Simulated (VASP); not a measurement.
# Vibrations of MgO at several levels of theory, part 2 of 3

Aim: the vibrations of MgO at the zone centre, at several levels of theory. The starting structure is a measured crystal structure from the Crystallography Open Database.

VASP 6.6.1.

Results so far: LDA T1u 423.5 cm⁻¹.

## 3. Modes with LDA at the measured cell

Level of this step: LDA; plane waves and PAW (Mg, O) (VASP).

A relaxation of the atoms in the fixed cell, not shown, had nothing to move.

INCAR reads:

```
SYSTEM = MgO
PREC = Accurate
ENCUT = 520
EDIFF = 1E-08
NELM = 100
ISMEAR = 0
SIGMA = 0.03
LREAL = .FALSE.
ALGO = Normal
GGA = CA
NBANDS = 10
LORBIT = 11
LWAVE = .FALSE.
LCHARG = .FALSE.
KPAR = 4
IBRION = 8
LEPSILON = .TRUE.
LPEAD = .TRUE.
ISIF = 2
```

POSCAR reads:

```
MgO
1.0
    0.0000000000      2.1052050000      2.1052050000
    2.1052050000      0.0000000000      2.1052050000
    2.1052050000      2.1052050000      0.0000000000
Mg O
1 1
Direct
    0.0000000000      0.0000000000      0.0000000000
    0.5000000000      0.5000000000      0.5000000000
```

KPOINTS reads:

```
Automatic mesh
0
Gamma
12 12 12
0 0 0
```

Potentials, in the order of the species: Mg and O (LDA family, release 64).

Started as:

```bash
> mpirun -np 4 vasp_std
```

Log:

```text
[... set-up lines as in an earlier step ...]
 entering main loop
       N       E                     dE             d eps       ncg     rms          rms(c)
DAV:   1     0.113589008703E+02    0.11359E+02   -0.46076E+03  1656   0.705E+02
DAV:   2    -0.144889191795E+02   -0.25848E+02   -0.25296E+02  1628   0.139E+02
DAV:   3    -0.149956557157E+02   -0.50674E+00   -0.50641E+00  1760   0.176E+01
DAV:   4    -0.149966409593E+02   -0.98524E-03   -0.98523E-03  1608   0.858E-01
[...]
DAV:  11    -0.134258623921E+02    0.82471E-06   -0.39139E-06  1572   0.113E-02    0.300E-03
DAV:  12    -0.134258623986E+02   -0.65088E-08   -0.16657E-07  1594   0.298E-03    0.721E-04
DAV:  13    -0.134258623954E+02    0.31719E-08   -0.58473E-09   894   0.879E-04
   1 F= -.13425862E+02 E0= -.13425862E+02  d E =-.159462E-13
 Linear response reoptimize wavefunctions to high precision
DAV:   1    -0.134258623962E+02   -0.82940E-09   -0.17377E-10   928   0.138E-04
DAV:   2    -0.134258623963E+02   -0.14438E-10   -0.11715E-11   810   0.338E-05
 Linear response to external field (no local field effect), progress :
[...]
RMM:   9    -0.198025638857E-02    0.61669E-09   -0.25757E-13  4870   0.348E-06    0.464E-07
 first order change of Fermi-energy   0.46250E-04
 force on displaced ion       1 direction 1 :  -5.094   0.000   0.000
 Born effective charge ion    1 direction 1 :   1.968   0.000   0.000
 Linear response progress:
  Degree of freedom:   2/  2
       N       E                     dE             d eps       ncg     rms          rms(c)
RMM:   1    -0.348650792028E+00   -0.34865E+00    0.38368E-01  5853   0.425E+00
RMM:   2    -0.349186557354E+00   -0.53577E-03   -0.17124E-03  5142   0.330E-01    0.129E-01
RMM:   3    -0.350517121974E+00   -0.13306E-02   -0.35289E-04  4933   0.135E-01    0.689E-02
RMM:   4    -0.352541757883E+00   -0.20246E-02   -0.35863E-04  4673   0.139E-01    0.170E-02
[...]
RMM:   8    -0.352536382445E+00    0.12648E-06   -0.31185E-11  5664   0.488E-05    0.155E-05
RMM:   9    -0.352536433232E+00   -0.50787E-07    0.12695E-11  5601   0.133E-05    0.216E-06
RMM:  10    -0.352536432670E+00    0.56148E-09    0.26990E-11  4193   0.272E-06    0.479E-07
 first order change of Fermi-energy   0.11659E-02
 force on displaced ion       2 direction 1 :  -5.117   0.000   0.000
 Born effective charge ion    2 direction 1 :  -1.968   0.000   0.000
 Born effective charges drift removed
 Linear response finished
```

Wall time 31 s (4 MPI ranks of Intel Xeon Platinum 8375C at 2.90GHz (Ice Lake), shared host); peak memory 1 GiB.

From OUTCAR (step 3):

```text
  Total       -0.8783982     -0.8783982     -0.8783982      0.0000000     -0.0000000      0.0000000
  in kB      -75.4204028    -75.4204028    -75.4204028      0.0000000     -0.0000000      0.0000000
  external PRESSURE =     -75.4204028 kB  Pullay stress =       0.0000000 kB

 POSITION                                       TOTAL-FORCE (eV/Angst)
 -----------------------------------------------------------------------------------
      0.00000      0.00000      0.00000         0.000000      0.000000      0.000000
      2.10521      2.10521      2.10521        -0.000000     -0.000000     -0.000000
 -----------------------------------------------------------------------------------
    total drift:                               -0.000000     -0.000000      0.000000

 MACROSCOPIC STATIC DIELECTRIC TENSOR (including local field effects in DFT)
 ------------------------------------------------------
           3.147524     0.000000     0.000000
           0.000000     3.147524    -0.000000
          -0.000000     0.000000     3.147524
 ------------------------------------------------------

 MACROSCOPIC STATIC DIELECTRIC TENSOR IONIC CONTRIBUTION
 ------------------------------------------------------
           7.353724     0.000000     0.000000
           0.000000     7.353724    -0.000000
           0.000000    -0.000000     7.353724
 ------------------------------------------------------

[... 1 part as in an earlier step ...]

[... 1 further part left out ...]
```

With LDA at the measured cell the mode is T1u 379.4 cm⁻¹, -44.1 cm⁻¹ from LDA.

## 4. Modes with PBEsol

PBEsol restores the gradient expansion of exchange and is tuned for the cells of solids. The cell comes from a relaxation at this level, not shown (18.65 Å³).

Edit INCAR of step 3 so:

```diff
@@ -9,3 +9,3 @@
 ALGO = Normal
-GGA = CA
+GGA = PS
 NBANDS = 10
```

POSCAR reads:

```
MgO
1.0
    0.0000000000      2.1047414255      2.1047414255
    2.1047414255      0.0000000000      2.1047414255
    2.1047414255      2.1047414255      0.0000000000
Mg O
1 1
Direct
    0.0000000000      0.0000000000      0.0000000000
    0.5000000000      0.5000000000      0.5000000000
```

KPOINTS is that of step 3.

Potentials, in the order of the species: Mg and O (PBE family, release 64).

Started as:

```bash
> mpirun -np 4 vasp_std
```

Log:

```text
[banner, memory and clock lines left out]
running    4 mpi-ranks, on    1 nodes
[...]
|                                                                             |
|               ----> ADVICE to this user running VASP <----                  |
|                                                                             |
|     You enforced a specific xc type in the INCAR file but a different       |
|     [... a line on the potential file left out ...]
|     I HOPE YOU KNOW WHAT YOU ARE DOING!                                     |
|                                                                             |

 LDA part: xc-table for (Slater+PW92), standard interpolation
 POSCAR, INCAR and KPOINTS ok, starting setup
[...]
entering main loop
       N       E                     dE             d eps       ncg     rms          rms(c)
DAV:   1     0.123608772016E+02    0.12361E+02   -0.46179E+03  1600   0.713E+02
DAV:   2    -0.133024491694E+02   -0.25663E+02   -0.25234E+02  1628   0.137E+02
[...]
RMM:   9    -0.193113733767E-02   -0.79640E-09   -0.25635E-12  4734   0.346E-06    0.501E-07
 first order change of Fermi-energy   0.45361E-04
 force on displaced ion       1 direction 1 :  -5.470   0.000   0.000
 Born effective charge ion    1 direction 1 :   1.965   0.000   0.000
 Linear response progress:
  Degree of freedom:   2/  2
       N       E                     dE             d eps       ncg     rms          rms(c)
RMM:   1    -0.353178885186E+00   -0.35318E+00    0.39290E-01  5849   0.425E+00
RMM:   2    -0.353960128433E+00   -0.78124E-03   -0.16592E-03  5147   0.325E-01    0.126E-01
RMM:   3    -0.355393516891E+00   -0.14334E-02   -0.31797E-04  4941   0.131E-01    0.693E-02
RMM:   4    -0.357536226589E+00   -0.21427E-02   -0.33410E-04  4656   0.139E-01    0.186E-02
[...]
RMM:   9    -0.357531800788E+00   -0.71756E-07   -0.76848E-10  5660   0.432E-05    0.300E-06
RMM:  10    -0.357531786750E+00    0.14038E-07   -0.76439E-10  4995   0.936E-06    0.798E-07
RMM:  11    -0.357531787360E+00   -0.60968E-09   -0.75203E-10  3373   0.802E-06    0.763E-08
 first order change of Fermi-energy   0.12266E-02
 force on displaced ion       2 direction 1 :  -5.490   0.000   0.000
 Born effective charge ion    2 direction 1 :  -1.965   0.000   0.000
 Born effective charges drift removed
 Linear response finished
```

Run time: 38 s. Hardware: 4 MPI ranks; peak memory 1.1 GiB; 2.4 min of CPU time.

From OUTCAR (step 4):

```text
  Total        0.0032346      0.0032346      0.0032346      0.0000000      0.0000000     -0.0000000
  in kB        0.2779135      0.2779135      0.2779135      0.0000000      0.0000000     -0.0000000
  external PRESSURE =       0.2779135 kB  Pullay stress =       0.0000000 kB

 POSITION                                       TOTAL-FORCE (eV/Angst)
 -----------------------------------------------------------------------------------
      0.00000      0.00000      0.00000         0.000000     -0.000000     -0.000000
      2.10474      2.10474      2.10474        -0.000000      0.000000      0.000000
 -----------------------------------------------------------------------------------
    total drift:                               -0.000000     -0.000000      0.000000

 MACROSCOPIC STATIC DIELECTRIC TENSOR (including local field effects in DFT)
 ------------------------------------------------------
           3.161848    -0.000000     0.000000
           0.000000     3.161848    -0.000000
           0.000000     0.000000     3.161848
 ------------------------------------------------------

 MACROSCOPIC STATIC DIELECTRIC TENSOR IONIC CONTRIBUTION
 ------------------------------------------------------
           6.839307    -0.000000     0.000000
          -0.000000     6.839307    -0.000000
           0.000000    -0.000000     6.839307
 ------------------------------------------------------

[... 1 part as in an earlier step ...]

[... 1 further part left out ...]
```

With PBEsol the mode is T1u 393.1 cm⁻¹, -30.4 cm⁻¹ from LDA.

## 5. Modes with PBE

PBE, the usual starting point, adds the gradient of the density. The cell comes from a relaxation at this level, not shown (19.15 Å³).

Edit INCAR of step 4 so:

```diff
@@ -9,3 +9,3 @@
 ALGO = Normal
-GGA = PS
+GGA = PE
 NBANDS = 10
```

POSCAR reads:

```
MgO
1.0
    0.0000000000      2.1233847145      2.1233847145
    2.1233847145      0.0000000000      2.1233847145
    2.1233847145      2.1233847145      0.0000000000
Mg O
1 1
Direct
    0.0000000000      0.0000000000      0.0000000000
    0.5000000000      0.5000000000      0.5000000000
```

KPOINTS is that of step 4.

Started as:

```bash
> mpirun -np 4 vasp_std
```

Log:

```text
[banner, memory and clock lines left out]
running    4 mpi-ranks, on    1 nodes
[...]
LDA part: xc-table for (Slater+PW92), standard interpolation
 POSCAR, INCAR and KPOINTS ok, starting setup
[...]
entering main loop
       N       E                     dE             d eps       ncg     rms          rms(c)
DAV:   1     0.127387489023E+02    0.12739E+02   -0.47161E+03  1656   0.707E+02
DAV:   2    -0.128940346371E+02   -0.25633E+02   -0.24707E+02  1646   0.135E+02
DAV:   3    -0.134674347743E+02   -0.57340E+00   -0.57292E+00  1692   0.183E+01
DAV:   4    -0.134688392395E+02   -0.14045E-02   -0.14044E-02  1596   0.103E+00
[...]
DAV:  11    -0.119117773606E+02   -0.17493E-05   -0.20228E-06  1586   0.126E-02    0.564E-03
DAV:  12    -0.119117772649E+02    0.95767E-07   -0.76328E-07  1588   0.730E-03    0.418E-04
DAV:  13    -0.119117772690E+02   -0.41435E-08   -0.34621E-08  1494   0.111E-03
   1 F= -.11911777E+02 E0= -.11911777E+02  d E =-.287368E-15
 Linear response reoptimize wavefunctions to high precision
[...]
RMM:   7    -0.177188254704E-02   -0.51421E-08   -0.17802E-09  5268   0.392E-04    0.263E-05
 first order change of Fermi-energy   0.42741E-04
 force on displaced ion       1 direction 1 :  -4.908   0.000   0.000
 Born effective charge ion    1 direction 1 :   1.979   0.000   0.000
 Linear response progress:
  Degree of freedom:   2/  2
       N       E                     dE             d eps       ncg     rms          rms(c)
RMM:   1    -0.355386576574E+00   -0.35539E+00    0.40773E-01  5864   0.430E+00
RMM:   2    -0.356117894156E+00   -0.73132E-03   -0.16714E-03  5148   0.326E-01    0.129E-01
RMM:   3    -0.357714542071E+00   -0.15966E-02   -0.34912E-04  4935   0.138E-01    0.702E-02
RMM:   4    -0.360069511171E+00   -0.23550E-02   -0.36216E-04  4634   0.146E-01    0.203E-02
[...]
RMM:   9    -0.360101908262E+00   -0.15587E-06   -0.21140E-10  5655   0.721E-05    0.439E-06
RMM:  10    -0.360101873393E+00    0.34869E-07   -0.18061E-10  5157   0.996E-06    0.161E-06
RMM:  11    -0.360101875555E+00   -0.21626E-08   -0.16139E-10  4820   0.758E-06    0.127E-07
 first order change of Fermi-energy   0.12371E-02
 force on displaced ion       2 direction 1 :  -4.934   0.000   0.000
 Born effective charge ion    2 direction 1 :  -1.979   0.000   0.000
 Born effective charges drift removed
 Linear response finished
```

Wall time 37 s (4 MPI ranks); peak memory 1.1 GiB; 2.4 min of CPU time.

OUTCAR, selected parts (step 5):

```text
  Total        0.0017106      0.0017106      0.0017106      0.0000000     -0.0000000      0.0000000
  in kB        0.1431341      0.1431341      0.1431341      0.0000000     -0.0000000      0.0000000
  external PRESSURE =       0.1431341 kB  Pullay stress =       0.0000000 kB

 POSITION                                       TOTAL-FORCE (eV/Angst)
 -----------------------------------------------------------------------------------
      0.00000      0.00000      0.00000        -0.000000     -0.000000      0.000000
      2.12338      2.12338      2.12338         0.000000      0.000000     -0.000000
 -----------------------------------------------------------------------------------
    total drift:                               -0.000000     -0.000000      0.000000

 MACROSCOPIC STATIC DIELECTRIC TENSOR (including local field effects in DFT)
 ------------------------------------------------------
           3.160650    -0.000000     0.000000
          -0.000000     3.160650     0.000000
          -0.000000    -0.000000     3.160650
 ------------------------------------------------------

 MACROSCOPIC STATIC DIELECTRIC TENSOR IONIC CONTRIBUTION
 ------------------------------------------------------
           7.523896     0.000000     0.000000
           0.000000     7.523896    -0.000000
           0.000000    -0.000000     7.523896
 ------------------------------------------------------

[... 1 part as in an earlier step ...]

[... 1 further part left out ...]
```

The log as kept lacks single lines of electronic cycles.

With PBE the mode is T1u 372.5 cm⁻¹, -51.0 cm⁻¹ from LDA.

## 6. Modes with PBEsol + D3(BJ)

D3 with Becke-Johnson damping keeps a finite attraction at short range. The cell comes from a relaxation at this level, not shown (18.15 Å³).

INCAR reads:

```
SYSTEM = MgO
PREC = Accurate
ENCUT = 520
EDIFF = 1E-08
NELM = 100
ISMEAR = 0
SIGMA = 0.03
LREAL = .FALSE.
ALGO = Normal
GGA = PS
IVDW = 12
NBANDS = 10
LORBIT = 11
LWAVE = .FALSE.
LCHARG = .FALSE.
KPAR = 4
IBRION = 6
NFREE = 2
POTIM = 0.015
NSW = 1
ISIF = 2
```

POSCAR reads:

```
MgO
1.0
    0.0000000000      2.0858148746      2.0858148746
    2.0858148746      0.0000000000      2.0858148746
    2.0858148746      2.0858148746      0.0000000000
Mg O
1 1
Direct
    0.0000000000      0.0000000000      0.0000000000
    0.5000000000      0.5000000000      0.5000000000
```

KPOINTS is that of step 5.

Started as:

```bash
> mpirun -np 4 vasp_std
```

Log:

```text
[banner, memory and clock lines left out]
running    4 mpi-ranks, on    1 nodes
[...]
[... a notice as in an earlier step ...]

 LDA part: xc-table for (Slater+PW92), standard interpolation
 POSCAR, INCAR and KPOINTS ok, starting setup
[...]
entering main loop
       N       E                     dE             d eps       ncg     rms          rms(c)
DAV:   1     0.132698164224E+02    0.13270E+02   -0.47036E+03  1680   0.714E+02
DAV:   2    -0.133425597370E+02   -0.26612E+02   -0.25942E+02  1628   0.141E+02
DAV:   3    -0.138969869829E+02   -0.55443E+00   -0.55382E+00  1700   0.183E+01
DAV:   4    -0.138983677091E+02   -0.13807E-02   -0.13807E-02  1608   0.102E+00
[...]
DAV:  13    -0.125047025832E+02   -0.57253E-07   -0.87623E-09   854   0.693E-04    0.501E-05
DAV:  14    -0.125047025730E+02    0.10218E-07   -0.14863E-10   792   0.119E-04    0.238E-05
DAV:  15    -0.125047025739E+02   -0.86300E-09   -0.62483E-11   790   0.510E-05
   1 F= -.13018628E+02 E0= -.13018628E+02  d E =-.131515E-26
[... from here on, the cycles between the ionic steps are left out ...]
   2 F= -.13017929E+02 E0= -.13017929E+02  d E =-.630093E-27
   3 F= -.13017929E+02 E0= -.13017929E+02  d E =-.630060E-27
   4 F= -.13017927E+02 E0= -.13017927E+02  d E =-.629881E-27
   5 F= -.13017927E+02 E0= -.13017927E+02  d E =-.629534E-27
 Finite differences progress:
  Degree of freedom:   2/  2
  Displacement:        2/  2
  Total:               4/  4
```

Wall time 16 s (4 MPI ranks); peak memory 0.75 GiB.

OUTCAR, selected parts (step 6):

```text
 Edisp (eV)   -0.51393

 Edisp (eV)   -0.51393

  Total       0.01087     0.00064     0.00064    -0.00000    -0.00000     0.00000
  in kB       0.95968     0.05627     0.05627    -0.00000    -0.00000     0.00000
  external pressure =        0.36 kB  Pullay stress =        0.00 kB

 POSITION                                       TOTAL-FORCE (eV/Angst)
 -----------------------------------------------------------------------------------
      0.00000      0.00000      0.00000        -0.093368      0.000000      0.000000
      2.07081      2.08581      2.08581         0.093368      0.000000      0.000000
 -----------------------------------------------------------------------------------
    total drift:                                0.000135     -0.000001     -0.000001

  FREE ENERGIE OF THE ION-ELECTRON SYSTEM (eV)
  ---------------------------------------------------
  free  energy   TOTEN  =       -13.0179274722 eV

  energy  without entropy=      -13.0179274722  energy(sigma->0) =      -13.01792747

[... 1 part as in an earlier step ...]

[... 2 further parts left out ...]
[key lines of the parts left out:]
E-fermi :   3.5043
```

The last energy, forces and stress in OUTCAR belong to the last displaced cell, not to that of POSCAR.

With PBEsol + D3(BJ) the mode is T1u 418.7 cm⁻¹, -4.8 cm⁻¹ from LDA.

## 7. Modes with r2SCAN

r2SCAN adds the kinetic-energy density, costs more than a GGA and is run with LASPH. The cell comes from a relaxation at this level, not shown (18.45 Å³).

Edit INCAR of step 6 so:

```diff
@@ -9,4 +9,4 @@
 ALGO = Normal
-GGA = PS
-IVDW = 12
+METAGGA = R2SCAN
+LASPH = .TRUE.
 NBANDS = 10
```

POSCAR reads:

```
MgO
1.0
    0.0000000000      2.0974044069      2.0974044069
    2.0974044069      0.0000000000      2.0974044069
    2.0974044069      2.0974044069      0.0000000000
Mg O
1 1
Direct
    0.0000000000      0.0000000000      0.0000000000
    0.5000000000      0.5000000000      0.5000000000
```

KPOINTS is that of step 6.

Started as:

```bash
> mpirun -np 4 vasp_std
```

Log:

```text
[banner, memory and clock lines left out]
running    4 mpi-ranks, on    1 nodes
[...]
[... a notice as in an earlier step ...]

 LDA part: xc-table for (None), standard interpolation
 POSCAR, INCAR and KPOINTS ok, starting setup
[...]
entering main loop
       N       E                     dE             d eps       ncg     rms          rms(c)
DAV:   1     0.694226177379E+01    0.69423E+01   -0.49787E+03  1672   0.744E+02
DAV:   2    -0.193005714585E+02   -0.26243E+02   -0.25370E+02  1648   0.144E+02
DAV:   3    -0.198377667488E+02   -0.53720E+00   -0.53681E+00  1668   0.183E+01
DAV:   4    -0.198392601914E+02   -0.14934E-02   -0.14934E-02  1626   0.107E+00
[...]
DAV:  15    -0.161613674336E+02    0.62167E-07   -0.53798E-10   784   0.160E-04    0.205E-05
DAV:  16    -0.161613674136E+02    0.20011E-07   -0.59278E-11   776   0.750E-05    0.672E-06
DAV:  17    -0.161613674100E+02    0.35168E-08   -0.30451E-12   750   0.120E-05
   1 F= -.16161367E+02 E0= -.16161367E+02  d E =-.109053E-15
[... from here on, the cycles between the ionic steps are left out ...]
   2 F= -.16160749E+02 E0= -.16160749E+02  d E =-.623887E-16
   3 F= -.16160749E+02 E0= -.16160749E+02  d E =-.623836E-16
   4 F= -.16160714E+02 E0= -.16160714E+02  d E =-.647561E-16
   5 F= -.16160714E+02 E0= -.16160714E+02  d E =-.646372E-16
 Finite differences progress:
  Degree of freedom:   2/  2
  Displacement:        2/  2
  Total:               4/  4
```

Run time: 66 s. Hardware: 4 MPI ranks; peak memory 0.72 GiB; 4.3 min of CPU time.

OUTCAR, selected parts (step 7):

```text
  Total        0.0103400      0.0004879      0.0004879      0.0000000     -0.0000000      0.0000000
  in kB        0.8977459      0.0423621      0.0423621      0.0000000     -0.0000000      0.0000000
  external PRESSURE =       0.3274900 kB  Pullay stress =       0.0000000 kB

 POSITION                                       TOTAL-FORCE (eV/Angst)
 -----------------------------------------------------------------------------------
      0.00000      0.00000      0.00000        -0.089285      0.000000      0.000000
      2.08240      2.09740      2.09740         0.089285      0.000000      0.000000
 -----------------------------------------------------------------------------------
    total drift:                               -0.004100     -0.000001     -0.000001

  FREE ENERGIE OF THE ION-ELECTRON SYSTEM (eV)
  ---------------------------------------------------
  free  energy   TOTEN  =       -16.1607144360 eV

  energy  without entropy=      -16.1607144360  energy(sigma->0) =      -16.16071444

[... 1 part as in an earlier step ...]

[... 2 further parts left out ...]
[key lines of the parts left out:]
E-fermi :   3.0219
```

With r2SCAN the mode is T1u 407.6 cm⁻¹, -15.9 cm⁻¹ from LDA.

(Continued in part 3 of 3.)

[Lines on the potential files, build, host, timing and source positions are cut from VASP's logs without a mark.]

[Logs are printed without paths, hosts, clocks, repeated set-up lines and the standing remarks that a program may print on its own settings, such as how far it seeks lower states.]

[Hosts, paths, dates, database ids (printed as entryN), source tags and the programs' standing remarks are cut or masked in the printed files.]
